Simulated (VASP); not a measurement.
Given:

```yaml
crystal:
  lattice:
    - [4.34955, 0.00000, 0.00000]
    - [-2.17477, 3.76682, 0.00000]
    - [0.00000, 0.00000, 5.15101]
  atoms:
    - { symbol: W, position: [0.00000, 0.00000, 0.00000] }
    - { symbol: W, position: [0.00000, 0.00000, 0.50000] }
    - { symbol: Te, position: [0.33333, 0.66667, 0.25000] }
    - { symbol: Te, position: [0.66667, 0.33333, 0.75000] }
```

All values below come from PBEsol GGA, VASP's PBE PAW potentials (set 64) (plane waves; VASP). Run with 400 eV cut-off, Gaussian smearing of 0.050 eV, potentials W_sv Te.

Unless said otherwise, spin-orbit coupling is left out, though it shifts the bands of the heavy elements here.

Task: Predict the band gap (along the path) with the smallest direct gap where there is one.

Result: 
| Property | Value |
|---|---|
| band gap (along the path) | none (metal, semimetal or under 0.01 eV) |

Total energies compare only between runs with the same potentials, cut-off and functional.

The structure was generated: WTe was put into the NiAs type type (P6_3/mmc), which need not be its known phase. It was relaxed first, which changed the volume by -36 %.
